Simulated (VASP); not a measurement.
Here is the system:

```xyz
6
Lattice="5.6444 3.2588 1.6174 -5.6444 3.2588 1.6174 0.0000 -6.5175 1.6174" Properties=species:S:1:pos:R:3 pbc="T T T"
Se     0.6982     4.5245     2.6998
Se    -0.6982    -4.5245     2.1524
Se    -4.2674    -1.6576     2.6998
Se     4.2674     1.6576     2.1524
Se     3.5692    -2.8669     2.6998
Se    -3.5692     2.8669     2.1524
```

Computed with r2SCAN meta-GGA, VASP's PBE PAW potentials (set 64) (plane waves; VASP 6.6.1). Settings: 400 eV cut-off, 6×6×6 Γ-centred mesh, tetrahedra with Blöchl corrections, potentials Se.

Task: Predict the energy per atom (σ→0), band gap (over mesh and band path) with the smallest direct gap where there is one.

Result: 
```
Property                                                 Value
---------------------------------------------  ---------------
band gap (over mesh and band path)                     1.75 eV
smallest direct gap (over mesh and band path)          1.98 eV
energy per atom (σ→0)                          -14.286 eV/atom
```

The absolute energy has meaning only against runs of the same code, potentials and settings.

The structure comes from a computed database's Se entry (R-3); how it stands against other phases isn't given here. It was relaxed first.
